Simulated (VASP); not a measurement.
# Mg6CrBi (Amm2) in VASP: reference runs

Aim: a first look at Mg6CrBi with PBE, on the cell as given and on a disturbed one.

Program: VASP 6.6.1. These are calculated values, not measurements. Logs are shortened: lines on timing, memory, paths and dates and some standing lists are left out, and cuts for length are marked.

## (1) The structure

It takes space group Amm2 (No. 38, orthorhombic). The conventional cell has a = 5.207 Å, b = 6.339 Å, c = 11.035 Å, α = 90.00°, β = 90.00°, γ = 90.00°. Bi (site symmetry mm2) is surrounded by 2 Cr at 3.17 Å and 10 Mg at 3.17 to 3.22 Å. Around Cr (site symmetry mm2) lie 10 Mg at 3.15 to 3.19 Å and 2 Bi at 3.17 Å. Around Mg (site symmetry mm2) lie 10 Mg at 3.10 to 3.27 Å and 2 Bi at 3.21 Å. Around Mg (site symmetry mm2) lie 10 Mg at 3.13 to 3.24 Å and 2 Cr at 3.17 Å. Mg (site symmetry m) is surrounded by 8 Mg at 3.03 to 3.31 Å and 2 Cr at 3.15 Å and 2 Bi at 3.22 Å. Mg (site symmetry m) has 8 Mg at 3.16 to 3.19 Å and 2 Bi at 3.17 to 3.19 Å and 2 Cr at 3.17 to 3.19 Å as nearest neighbours.

The cell comes from a database or a generator and needn't be the stable form of this composition.

## (2) Single point, PBE, collinear spin, ferromagnetic start

Input file INCAR:

```
PREC = Accurate
ENCUT = 520
EDIFF = 1E-7
ISMEAR = -1
SIGMA = 0.05
LREAL = False
LASPH = True
NELM = 120
ALGO = Normal
ISIF = 2
LWAVE = False
LCHARG = False
ISPIN = 2
MAGMOM = 0 3 0 0 0 0 0 0
LORBIT = 11
LMAXMIX = 4
GGA = PE
NBANDS = 34
```

Input file KPOINTS:

```
regular mesh
0
Gamma
  5 5 5
```

Input file POSCAR:

```
Mg6CrBi
1.0
    5.2070840000      0.0000000000      0.0000000000
    0.0000000000      3.1696805000      5.5177210000
    0.0000000000     -3.1696805000      5.5177210000
Bi Cr Mg
1 1 6
Direct
    0.5000000000      0.6674680000      0.6674680000
    0.5000000000      0.1668080000      0.1668080000
    0.0000000000      0.8378260000      0.8378260000
    0.0000000000      0.3303550000      0.3303550000
    0.0000000000      0.3215270000      0.8433190000
    0.0000000000      0.8433190000      0.3215270000
    0.5000000000      0.1673140000      0.6653780000
    0.5000000000      0.6653780000      0.1673140000
```

Potentials or basis: VASP PAW PBE potentials, release 64 (Bi_d, Cr_pv, Mg).

Run with:

```
$ cat potpaw_PBE.64/Bi_d/POTCAR potpaw_PBE.64/Cr_pv/POTCAR potpaw_PBE.64/Mg/POTCAR > POTCAR
$ mpirun -np 1 vasp_std > vasp.out
```

OUTCAR:

```text
PREC = Accurate
   ENCUT = 520
   EDIFF = 1E-7
   ISMEAR = -1
   LREAL = False
   LASPH = True
   NELM = 120
   ISIF = 2
   ISPIN = 2
   LORBIT = 11
   GGA = PE

 ion  position               nearest neighbor table
   1  0.500  0.667  0.667-   2 3.17   2 3.17   7 3.17   8 3.17   8 3.19   7 3.19   3 3.21   3 3.21
                             6 3.22   5 3.22   5 3.22   6 3.22
   2  0.500  0.167  0.167-   5 3.15   6 3.15   5 3.15   6 3.15   4 3.17   4 3.17   1 3.17   1 3.17
                             8 3.17   7 3.17   8 3.19   7 3.19
   3  0.000  0.838  0.838-   5 3.10   6 3.10   4 3.17   4 3.17   7 3.17   8 3.17   7 3.17   8 3.17
                             1 3.21   1 3.21   5 3.27   6 3.27
   4  0.000  0.330  0.330-   5 3.13   6 3.13   2 3.17   2 3.17   3 3.17   3 3.17   8 3.19   7 3.19
                             7 3.19   8 3.19   6 3.24   5 3.24
   5  0.000  0.322  0.843-   6 3.03   3 3.10   4 3.13   2 3.15   2 3.15   7 3.18   7 3.18   1 3.22
                             1 3.22   4 3.24   3 3.27   6 3.31
   6  0.000  0.843  0.322-   5 3.03   3 3.10   4 3.13   2 3.15   2 3.15   8 3.18   8 3.18   1 3.22
                             1 3.22   4 3.24   3 3.27   5 3.31
   7  0.500  0.167  0.665-   8 3.16   3 3.17   3 3.17   1 3.17   2 3.17   8 3.18   5 3.18   5 3.18
                             2 3.19   4 3.19   4 3.19   1 3.19
   8  0.500  0.665  0.167-   7 3.16   3 3.17   3 3.17   1 3.17   2 3.17   7 3.18   6 3.18   6 3.18
                             2 3.19   4 3.19   4 3.19   1 3.19

  LATTYP: Found a base centered orthorhombic cell.
 ALAT       =     6.3393610000
 B/A-ratio  =     1.7407814447
 C/A-ratio  =     0.8213894113

  Lattice vectors:

 A1 = (   0.0000000000,   3.1696805000,  -5.5177210000)
 A2 = (   0.0000000000,   3.1696805000,   5.5177210000)
 A3 = (   5.2070840000,   0.0000000000,   0.0000000000)

Analysis of symmetry for initial positions (statically):
=====================================================================
 Subroutine PRICEL returns:
 Original cell was already a primitive cell.

 Routine SETGRP: Setting up the symmetry group for a
 base centered orthorhombic supercell.

 Subroutine GETGRP returns: Found  4 space group operations
 (whereof  4 operations were pure point group operations)
 out of a pool of  8 trial point group operations.

The static configuration has the point symmetry C_2v.

Analysis of symmetry for dynamics (positions and initial velocities):
=====================================================================
 Subroutine PRICEL returns:
 Original cell was already a primitive cell.

 Routine SETGRP: Setting up the symmetry group for a
 base centered orthorhombic supercell.

 Subroutine GETGRP returns: Found  4 space group operations
 (whereof  4 operations were pure point group operations)
 out of a pool of  8 trial point group operations.

The dynamic configuration has the point symmetry C_2v.

Analysis of structural, dynamic, and magnetic symmetry:
=====================================================================
 Subroutine PRICEL returns:
 Original cell was already a primitive cell.

 Routine SETGRP: Setting up the symmetry group for a
 base centered orthorhombic supercell.

 Subroutine GETGRP returns: Found  4 space group operations
 (whereof  4 operations were pure point group operations)
 out of a pool of  8 trial point group operations.

The overall configuration has the point symmetry C_2v.

 Subroutine INISYM returns: Found  4 space group operations
 (whereof  4 operations are pure point group operations),
 and found     1 'primitive' translations

----------------------------------------------------------------------------------------

                                     Primitive cell

  volume of cell :     182.1377

  direct lattice vectors                    reciprocal lattice vectors
     5.207084000  0.000000000  0.000000000     0.192046066  0.000000000  0.000000000
     0.000000000  3.169680500  5.517721000     0.000000000  0.157744605  0.090617123
     0.000000000 -3.169680500  5.517721000     0.000000000 -0.157744605  0.090617123

  length of vectors
     5.207084000  6.363341850  6.363341850     0.192046066  0.181919827  0.181919827

  position of ions in fractional coordinates (direct lattice)
     0.500000000  0.667468000  0.667468000
     0.500000000  0.166808000  0.166808000
     0.000000000  0.837826000  0.837826000
     0.000000000  0.330355000  0.330355000
     0.000000000  0.321527000  0.843319000
     0.000000000  0.843319000  0.321527000
     0.500000000  0.167314000  0.665378000
     0.500000000  0.665378000  0.167314000

  ion indices of the primitive-cell ions
   primitive index   ion index
                 1           1
                 2           2
                 3           3
                 4           4
                 5           5
                 6           6
                 7           7
                 8           8

----------------------------------------------------------------------------------------

 KPOINTS: regular mesh

Automatic generation of k-mesh.
 Grid dimensions read from file:
 generate k-points for:    5    5    5

 Generating k-lattice:

  Cartesian coordinates                     Fractional coordinates (reciprocal lattice)
     0.038409213  0.000000000  0.000000000     0.200000000  0.000000000  0.000000000
     0.000000000  0.031548921  0.018123425     0.000000000  0.200000000 -0.000000000
     0.000000000 -0.031548921  0.018123425     0.000000000 -0.000000000  0.200000000

  Length of vectors
     0.038409213  0.036383965  0.036383965

  Shift w.r.t. Gamma in fractional coordinates (k-lattice)
     0.000000000  0.000000000  0.000000000

 Subroutine IBZKPT returns following result:
 ===========================================

 Found     27 irreducible k-points:

 Following reciprocal coordinates:
            Coordinates               Weight
  0.000000  0.000000  0.000000      1.000000
  0.200000  0.000000  0.000000      2.000000
  0.400000  0.000000  0.000000      2.000000
  0.000000  0.200000 -0.000000      4.000000
  0.200000  0.200000 -0.000000      8.000000
  0.400000  0.200000 -0.000000      8.000000
[... 16 lines left out ...]
  0.200000  0.400000  0.400000      4.000000
  0.400000  0.400000  0.400000      4.000000
 [... further k-points ...]
   k-points           NKPTS =     27   k-points in BZ     NKDIM =     27   number of bands    NBANDS=     34
   number of dos      NEDOS =    301   number of ions     NIONS =      8
   total plane-waves  NPLWV =  92160
   dimension x,y,z NGX =    40 NGY =   48 NGZ =   48
   dimension x,y,z NGXF=    80 NGYF=   96 NGZF=   96
   ions per type =               1   1   6
   NGX,Y,Z   is equivalent  to a cutoff of  12.77, 12.54, 12.54 a.u.
   NGXF,Y,Z  is equivalent  to a cutoff of  25.54, 25.08, 25.08 a.u.
 SYSTEM =  unknown system
   PREC   = accura    normal or accurate (medium, high low for compatibility)
   ISTART =      0    job   : 0-new  1-cont  2-samecut
   ICHARG =      2    charge: 1-file 2-atom 10-const
   ISPIN  =      2    spin polarized calculation?
   LNONCOLLINEAR =      F non collinear calculations
   LSORBIT =      F    spin-orbit coupling
   LASPH  =      T    aspherical Exc in radial PAW
   ENCUT  =  520.0 eV  38.22 Ry    6.18 a.u.   9.68 11.83 11.83*2*pi/ulx,y,z
   NELM   =    120;   NELMIN=  2; NELMDL= -5     # of ELM steps
   EDIFF  = 0.1E-06   stopping-criterion for ELM
   LREAL  =      F    real-space projection
   EDIFFG = 0.1E-05   stopping-criterion for IOM
   NSW    =      0    number of steps for IOM
   IBRION =     -1    ionic relax: 0-MD 1-quasi-New 2-CG
   NFREE  =      0    steps in history (QN), initial steepest desc. (CG)
   ISIF   =      2    stress and relaxation
   ISYM   =      2    0-nonsym 1-usesym 2-fastsym
   POTIM  = 0.5000    time-step for ionic-motion
   TEBEG  =    0.0;   TEEND  =   0.0 temperature during run
   PSTRESS=    0.0 pullay stress
   NELECT =      39.0000    total number of electrons
   NUPDOWN=      -1.0000    fix difference up-down
   EMIN   =  10.00;   EMAX   =-10.00  energy-range for DOS
   EFERMI =   0.00;   METHOD = LEGACY
   ISMEAR =    -1;   SIGMA  =   0.05  broadening in eV -4-tet -1-fermi 0-gaus
   EFERMI_NEDOS =   21; number of points for ismear=-14 and -15
   IALGO  =     38    algorithm
   IMIX   =      4    mixing-type and parameters
     AMIX     =   0.40;   BMIX     =  1.00
     AMIX_MAG =   1.60;   BMIX_MAG =  1.00
  volume/ion in A,a.u.               =      22.77       153.64
  Fermi-wavevector in a.u.,A,eV,Ry     =   0.979407  1.850810 13.051220  0.959238
  Thomas-Fermi vector in A             =   2.110257
   LORBIT       =     11    0 simple, 1 ext, 2 COOP (PROOUT), +10 PAW based schemes
   GGA     = PE    functional components
   LHFCALC =     F    Hartree Fock is set to
   AEXX    =    0.0000 exact exchange contribution
   IVDW    =     0    specifies the selected vdW correction
   LEPSILON=     F    determine dielectric tensor
   LRPA    =     F    only Hartree local field effects (RPA)
 spin polarized calculation
  energy-cutoff  :      520.00
  volume of cell :      182.14
 maximum number of plane-waves:      4969
 NGX is ok and might be reduce to    40
   NGX = 19   NGY = 23   NGZ = 23

 number of electron      39.0000007 magnetization       4.0288662

 Free energy of the ion-electron system (eV)
  ---------------------------------------------------
  ext. energy  EPLUGINS =         0.00000000
  ---------------------------------------------------
  free energy    TOTEN  =       -21.67632716 eV

  energy without entropy =      -21.64820891  energy(sigma->0) =      -21.66226803

 E-fermi :   4.1225     XC(G=0):  -9.1194

 val. band max:        4.1117044194   @ k =   0.0000  -0.2000   0.2000
 cond. band min:       4.1341927996   @ k =   0.0000  -0.4000   0.2000
 fundamental gap:      0.0224883802
 Fermi energy:         4.1224607224

 spin component 1

 k-point     1 :       0.0000    0.0000    0.0000
  band No.  band energies     occupation
      1     -39.9869      1.00000
      2     -39.9821      1.00000
      3     -39.9569      1.00000
      4     -18.6694      1.00000
      5     -18.6543      1.00000
      6     -18.6425      1.00000
[... 805 lines left out ...]
     30       8.0121      0.00000
     31       8.3340      0.00000

 [... further k-points ...]

 spin component 2

 k-point     1 :       0.0000    0.0000    0.0000
  band No.  band energies     occupation
      1     -36.3078      1.00000
      2     -36.3064      1.00000
      3     -36.2950      1.00000
      4     -18.6660      1.00000
      5     -18.6557      1.00000
      6     -18.6514      1.00000
[... 805 lines left out ...]
     30       8.2606      0.00000
     31       8.5083      0.00000

 [... further k-points ...]

 [bands above 31 left out]

------------------------ aborting loop because EDIFF is reached ----------------------------------------

  FORCE on cell =-STRESS in cart. coord.  units (eV):
  Direction    XX          YY          ZZ          XY          YZ          ZX
  --------------------------------------------------------------------------------------
  -------------------------------------------------------------------------------------
  Total       -1.5550148     -0.1100007     -0.0008578      0.0000000      0.0000000      0.0000000
  in kB      -13.6787149     -0.9676228     -0.0075456      0.0000000      0.0000000      0.0000000
  external PRESSURE =      -4.8846277 kB  Pullay stress =       0.0000000 kB

 VOLUME and BASIS-vectors are now :
 -----------------------------------------------------------------------------
  energy-cutoff  :      520.00
  volume of cell :      182.14
      direct lattice vectors                 reciprocal lattice vectors
     5.207084000  0.000000000  0.000000000     0.192046066  0.000000000  0.000000000
     0.000000000  3.169680500  5.517721000     0.000000000  0.157744605  0.090617123
     0.000000000 -3.169680500  5.517721000     0.000000000 -0.157744605  0.090617123

 POSITION                                       TOTAL-FORCE (eV/Angst)
 -----------------------------------------------------------------------------------
      2.60354      0.00000      7.36580         0.000000      0.000000      0.018431
      2.60354      0.00000      1.84080         0.000000      0.000000     -0.007022
      0.00000      0.00000      9.24578         0.000000      0.000000      0.135897
      0.00000      0.00000      3.64561         0.000000      0.000000     -0.055440
      0.00000     -1.65391      6.42730         0.000000     -0.149431     -0.042309
      0.00000      1.65391      6.42730         0.000000      0.149431     -0.042309
      2.60354     -1.57870      4.59456         0.000000      0.020310     -0.003623
      2.60354      1.57870      4.59456         0.000000     -0.020310     -0.003623
 -----------------------------------------------------------------------------------
    total drift:                               -0.000000      0.000000      0.000421

  FREE ENERGIE OF THE ION-ELECTRON SYSTEM (eV)
  ---------------------------------------------------
  free  energy   TOTEN  =       -21.6763271588 eV

  energy  without entropy=      -21.6482089088  energy(sigma->0) =      -21.66226803

 total charge

# of ion       s       p       d       tot
------------------------------------------
    1        1.497   1.488   9.917  12.902
    2        0.248   6.124   4.096  10.467
    3        0.210   0.122   0.015   0.347
    4        0.206   0.133   0.011   0.351
    5        0.206   0.124   0.014   0.344
    6        0.206   0.124   0.014   0.344
    7        0.201   0.125   0.015   0.341
    8        0.201   0.125   0.015   0.341
--------------------------------------------------
tot          2.974   8.367  14.096  25.437

 magnetization (x)

# of ion       s       p       d       tot
------------------------------------------
    1        0.011  -0.051   0.004  -0.037
    2        0.066   0.042   3.624   3.732
    3        0.007  -0.001  -0.001   0.006
    4       -0.010   0.000   0.001  -0.009
    5       -0.009   0.002   0.001  -0.007
    6       -0.009   0.002   0.001  -0.007
    7       -0.012  -0.006   0.000  -0.017
    8       -0.012  -0.006   0.000  -0.017
--------------------------------------------------
tot          0.031  -0.017   3.629   3.643
```

Wall time 5.8 min (1 thread of Intel Xeon 6975P-C (Granite Rapids), shared host); peak memory 0.53 GiB.

What came out:

```yaml
Free_energy: -21.6763 eV
Pressure: -0.5 GPa
Largest_force: 0.155 eV/Å
Band_gap_on_the_k_mesh: none (metal or under the smearing width)
Net_moment: 4.03 μB per cell
Site_moments: Bi -0.04; Cr +3.73; Mg +0.01, -0.01, -0.02 μB
Valence_electrons_inside_the_program's_atomic_spheres: Bi 12.90; Cr 10.47; Mg 0.35, 0.34
```

Forces in eV/Å, atoms in the order of the input:
```
Bi   0.000  0.000  0.018
Cr   0.000  0.000 -0.007
Mg   0.000  0.000  0.136
Mg   0.000  0.000 -0.055
Mg   0.000 -0.149 -0.042
Mg   0.000  0.149 -0.042
Mg   0.000  0.020 -0.004
Mg   0.000 -0.020 -0.004
```

Caveat: spin-orbit coupling is left out, which moves the levels of the heavy elements.

(Continued in part 2 of 2.)
